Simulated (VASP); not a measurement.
Method: vdW-DF-cx, VASP's PBE PAW potentials (set 64) (plane waves; VASP 6.6.1).

VASP input:

File POSCAR:
```
Ni
1
    0.0000000000     1.7350562000     1.7350562000
    1.7350562000    -0.0000000000     1.7350562000
    1.7350562000     1.7350562000     0.0000000000
Ni
1
Direct
  0.0000000000   0.0000000000   0.0000000000
```

**INCAR**
```
ISMEAR  =  1   ! Methfessel-Paxton
EDIFF  =  1E-6   ! SCF stop (eV)
EDIFFG  =  -0.01   ! ionic stop
ENCUT  =  520   ! plane-wave cut-off (eV)
IBRION  =  2
LASPH  =  .TRUE.   ! aspherical one-centre terms
LCHARG  =  .FALSE.
ALGO  =  Normal
NELM  =  100   ! most electronic steps
PREC  =  Accurate
ISIF  =  3
NSW  =  60   ! most ionic steps
ISPIN  =  2
LUSE_VDW  =  .TRUE.
LMAXMIX  =  4
LORBIT  =  10
AGGAC  =  0.0
GGA  =  CX
LREAL  =  .FALSE.   ! projection in real space or not
LWAVE  =  .FALSE.
SIGMA  =  0.1   ! width (eV)
MAGMOM  =  0.6
SYSTEM  =  Ni
```

KPOINTS:
```
Automatic mesh
0
gamma
16 16 16
0 0 0
```

POTCAR, in this order: Ni (PBE.64 set). Program: vasp_std.

Output of the run:

**OUTCAR**
```
 ion  position               nearest neighbor table
   1  0.000  0.000  0.000-
  LATTYP: Found a face centered cubic cell.
 ALAT       =     3.4701124000
 Subroutine PRICEL returns:
 Original cell was already a primitive cell.
 Subroutine GETGRP returns: Found 48 space group operations
The static configuration has the point symmetry O_h .
The dynamic configuration has the point symmetry O_h .
The overall configuration has the point symmetry O_h .
 Subroutine INISYM returns: Found 48 space group operations
 Subroutine IBZKPT returns following result:
 Found    145 irreducible k-points:

 Following reciprocal coordinates:
            Coordinates               Weight
  0.000000  0.000000  0.000000      1.000000
  0.062500  0.000000  0.000000      8.000000
  0.125000  0.000000  0.000000      8.000000
  0.187500  0.000000  0.000000      8.000000
  0.250000  0.000000  0.000000      8.000000
  0.312500  0.000000  0.000000      8.000000
  0.375000  0.000000  0.000000      8.000000
  0.437500  0.000000  0.000000      8.000000
  0.500000  0.000000  0.000000      4.000000
  0.062500  0.062500  0.000000      6.000000
  0.125000  0.062500  0.000000     24.000000
  0.187500  0.062500  0.000000     24.000000
  0.250000  0.062500  0.000000     24.000000
  0.312500  0.062500  0.000000     24.000000
  0.375000  0.062500  0.000000     24.000000
  0.437500  0.062500  0.000000     24.000000
  0.500000  0.062500  0.000000     24.000000
 -0.437500  0.062500  0.000000     24.000000
 -0.375000  0.062500  0.000000     24.000000
 -0.312500  0.062500  0.000000     24.000000
 -0.250000  0.062500  0.000000     24.000000
 -0.187500  0.062500  0.000000     24.000000
 -0.125000  0.062500  0.000000     24.000000
 -0.062500  0.062500  0.000000     12.000000
...
```

OSZICAR:
```
       N       E                     dE             d eps       ncg     rms          rms(c)
DAV:   1     0.252194950913E+02    0.25219E+02   -0.48885E+03  5332   0.145E+03
DAV:   2    -0.365318191450E+01   -0.28873E+02   -0.27852E+02  5252   0.166E+02
DAV:   3    -0.410391645058E+01   -0.45073E+00   -0.44857E+00  6100   0.274E+01
DAV:   4    -0.410810253186E+01   -0.41861E-02   -0.41855E-02  6033   0.229E+00
DAV:   5    -0.410819574563E+01   -0.93214E-04   -0.93210E-04  6025   0.299E-01    0.105E+01
DAV:   6    -0.336009177254E+01    0.74810E+00   -0.16750E+01  5463   0.672E+01    0.561E+00
DAV:   7    -0.305904909757E+01    0.30104E+00   -0.26093E+00  5513   0.251E+01    0.199E+00
DAV:   8    -0.304116559760E+01    0.17883E-01   -0.23316E-02  7477   0.181E+00    0.934E-01
DAV:   9    -0.303886286102E+01    0.23027E-02   -0.13830E-03  7729   0.360E-01    0.260E-01
DAV:  10    -0.303829849929E+01    0.56436E-03   -0.54266E-04  7187   0.190E-01    0.305E-02
DAV:  11    -0.303829945755E+01   -0.95826E-06   -0.18195E-05  6732   0.556E-02    0.305E-02
DAV:  12    -0.303830098899E+01   -0.15314E-05   -0.13789E-06  3289   0.147E-02    0.570E-03
DAV:  13    -0.303830117899E+01   -0.19000E-06   -0.35085E-07  2679   0.803E-03
   1 F= -.30383012E+01 E0= -.30383611E+01  d E =-.303830E+01  mag=     0.5822
```

### OUTCAR
```
------------------------ aborting loop because EDIFF is reached ----------------------------------------
  FORCE on cell =-STRESS in cart. coord.  units (eV):
  Direction    XX          YY          ZZ          XY          YZ          ZX
  --------------------------------------------------------------------------------------
  Total       -0.0038258     -0.0038258     -0.0038258      0.0000000      0.0000000     -0.0000000
  in kB       -0.5867636     -0.5867636     -0.5867636      0.0000000      0.0000000     -0.0000000
  external PRESSURE =      -0.5867636 kB  Pullay stress =       0.0000000 kB
  volume of cell :       10.45
      direct lattice vectors                 reciprocal lattice vectors
     0.000000000  1.735056200  1.735056200    -0.288175103  0.288175103  0.288175103
     1.735056200  0.000000000  1.735056200     0.288175103 -0.288175103  0.288175103
     1.735056200  1.735056200  0.000000000     0.288175103  0.288175103 -0.288175103
 POSITION                                       TOTAL-FORCE (eV/Angst)
 -----------------------------------------------------------------------------------
      0.00000      0.00000      0.00000        -0.000000     -0.000000      0.000000
 -----------------------------------------------------------------------------------
    total drift:                                0.000000     -0.000000      0.000000
  FREE ENERGIE OF THE ION-ELECTRON SYSTEM (eV)
  ---------------------------------------------------
  free  energy   TOTEN  =        -3.0383011790 eV

  energy  without entropy=       -3.0384810842  energy(sigma->0) =       -3.03836115

 total charge

# of ion       s       p       d       tot
------------------------------------------
    1        0.516   0.535   8.344   9.395

 magnetization (x)

# of ion       s       p       d       tot
------------------------------------------
    1       -0.007  -0.023   0.617   0.587

 reached required accuracy - stopping structural energy minimisation
```
(Selected blocks of OUTCAR.)

The compound is Ni in the fcc structure. It was relaxed first. The start is the result of an earlier pass.
